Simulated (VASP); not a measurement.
Consider the following.

```
CELL_PARAMETERS angstrom
      0.00000     1.97252     1.97252
      1.97252     0.00000     1.97252
      1.97252     1.97252     0.00000
ATOMIC_POSITIONS crystal
  Li 0.00000 0.00000 0.00000
  F  0.50000 0.50000 0.50000
```

These are optB86b-vdW, VASP's PBE PAW potentials (set 64) (plane waves; VASP) values and carry that method's errors. Run with 520 eV cut-off, 11×11×11 Γ-centred mesh, Gaussian smearing of 0.050 eV, potentials Li_sv F.

Question: Estimate the energy per atom (σ→0), pressure, band gap (on the k-mesh) with the smallest direct gap where there is one.

Answer: 
The band gap (on the k-mesh) is 9.79 eV. The smallest direct gap (on the k-mesh) is 9.79 eV, the energy per atom (σ→0) is -3.483 eV/atom and the pressure comes out as 5.01 GPa.

Total energies compare only between runs with the same potentials, cut-off and functional.

The compound is LiF in the rock salt structure. This cell is one point of a volume scan, at 0.94 of the reference volume.
